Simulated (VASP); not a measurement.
All values below come from PBE GGA, VASP's PBE PAW potentials (set 64) (plane waves; VASP).

The input files of a VASP run:

INCAR:
```
LREAL=.False.
GGA=PE   # PBE
PREC=Accurate
LCHARG=.False.
EDIFF=1E-7   # SCF stop (eV)
ENCUT=480
NELM=100   # most electronic steps
SIGMA=0.1   # width (eV)
SYSTEM=Pt
LASPH=.True.   # aspherical one-centre terms
LMAXMIX=6   # l cut-off of mixed one-centre charges
ISMEAR=1   # Methfessel-Paxton
ISIF=2   # forces and stress, cell fixed
LWAVE=.False.
ALGO=Normal
```

**POSCAR**
```
Pt
1
    0.0000000000     2.0623007868     2.0623007868
    2.0623007868     0.0000000000     2.0623007868
    2.0623007868     2.0623007868     0.0000000000
Pt
1
Direct
  0.0000000000   0.0000000000   0.0000000000
```

KPOINTS:
```
kpoints
0
gamma
  14 14 14
```

POTCAR, in this order: Pt (PBE.64 set). Program: vasp_std.

Output

**OSZICAR**
```
       N       E                     dE             d eps       ncg     rms          rms(c)
DAV:   1     0.311191326466E+02    0.31119E+02   -0.51309E+03  2016   0.942E+02
DAV:   2    -0.598448666407E+01   -0.37104E+02   -0.34929E+02  1956   0.167E+02
DAV:   3    -0.634158404016E+01   -0.35710E+00   -0.35221E+00  2138   0.168E+01
DAV:   4    -0.634288329572E+01   -0.12993E-02   -0.12992E-02  2217   0.109E+00
DAV:   5    -0.634289217976E+01   -0.88840E-05   -0.88840E-05  2124   0.860E-02    0.826E+00
DAV:   6    -0.598492078389E+01    0.35797E+00   -0.11909E+00  1912   0.937E+00    0.441E+00
DAV:   7    -0.596222317395E+01    0.22698E-01   -0.10235E-01  2041   0.263E+00    0.223E+00
DAV:   8    -0.596005472504E+01    0.21684E-02   -0.35533E-03  1989   0.553E-01    0.435E-01
DAV:   9    -0.595988277682E+01    0.17195E-03   -0.27602E-04  1988   0.152E-01    0.201E-02
DAV:  10    -0.595988690584E+01   -0.41290E-05   -0.43177E-06  2137   0.193E-02    0.486E-03
DAV:  11    -0.595988683245E+01    0.73387E-07   -0.16681E-07  1703   0.363E-03
   1 F= -.59598868E+01 E0= -.59599869E+01  d E =0.300168E-03
```

### OUTCAR
```
------------------------ aborting loop because EDIFF is reached ----------------------------------------
  FORCE on cell =-STRESS in cart. coord.  units (eV):
  Direction    XX          YY          ZZ          XY          YZ          ZX
  --------------------------------------------------------------------------------------
  Total       -2.3161943     -2.3161943     -2.3161943      0.0000000     -0.0000000      0.0000000
  in kB     -211.5434335   -211.5434335   -211.5434335      0.0000000     -0.0000000      0.0000000
  external PRESSURE =    -211.5434335 kB  Pullay stress =       0.0000000 kB
  volume of cell :       17.54
      direct lattice vectors                 reciprocal lattice vectors
     0.000000000  2.062300787  2.062300787    -0.242447660  0.242447660  0.242447660
     2.062300787  0.000000000  2.062300787     0.242447660 -0.242447660  0.242447660
     2.062300787  2.062300787  0.000000000     0.242447660  0.242447660 -0.242447660
 POSITION                                       TOTAL-FORCE (eV/Angst)
 -----------------------------------------------------------------------------------
      0.00000      0.00000      0.00000         0.000000      0.000000     -0.000000
 -----------------------------------------------------------------------------------
    total drift:                               -0.000000      0.000000     -0.000000
  FREE ENERGIE OF THE ION-ELECTRON SYSTEM (eV)
  ---------------------------------------------------
  free  energy   TOTEN  =        -5.9598868325 eV

  energy  without entropy=       -5.9601870003  energy(sigma->0) =       -5.95998689
```
(Selected blocks of OUTCAR.)

**OUTCAR**
```
 val. band max:        8.5525318713   @ k =   0.5000   0.3571   0.0714

 cond. band min:       8.5613457841   @ k =   0.4286   0.1429   0.0000


 Fermi energy:         8.5558154316

 k-point     1 :       0.0000    0.0000    0.0000
  band No.  band energies     occupation
      1      -0.0366      2.00000
      2       5.6260      2.00000
      3       5.6260      2.00000
      4       5.6260      2.00000
      5       7.3029      2.00000
      6       7.3029      2.00000
      7      23.5164      0.00000
      8      27.6448      0.00000
      9      27.6448      0.00000

 k-point     2 :       0.0714    0.0000    0.0000
  band No.  band energies     occupation
      1       0.1407      2.00000
      2       5.5586      2.00000
      3       5.6904      2.00000
      4       5.6904      2.00000
      5       7.2714      2.00000
      6       7.2714      2.00000
      7      23.7520      0.00000
      8      26.6201      0.00000
      9      27.8802      0.00000

 k-point     3 :       0.1429    0.0000    0.0000
  band No.  band energies     occupation
      1       0.6485      2.00000
      2       5.4046      2.00000
      3       5.8405      2.00000
      4       5.8405      2.00000
      5       7.2277      2.00000
      6       7.2277      2.00000
      7      24.1577      0.00000
      8      24.7921      0.00000
      9      28.5288      0.00000

 k-point     4 :       0.2143    0.0000    0.0000
  band No.  band energies     occupation
      1       1.3928      2.00000
      2       5.3114      2.00000
      3       5.9392      2.00000
      4       5.9392      2.00000
      5       7.3207      2.00000
      6       7.3207      2.00000
      7      22.1858      0.00000
      8      24.8237      0.00000
      9      29.3185      0.00000

 k-point     5 :       0.2857    0.0000    0.0000
  band No.  band energies     occupation
      1       2.1376      2.00000
      2       5.5595      2.00000
      3       5.8820      2.00000
...
```

Unless said otherwise, spin-orbit coupling is left out, though it shifts the bands of the heavy elements here.

The compound is Pt in the fcc structure. This cell was strained or had an atom moved on purpose.
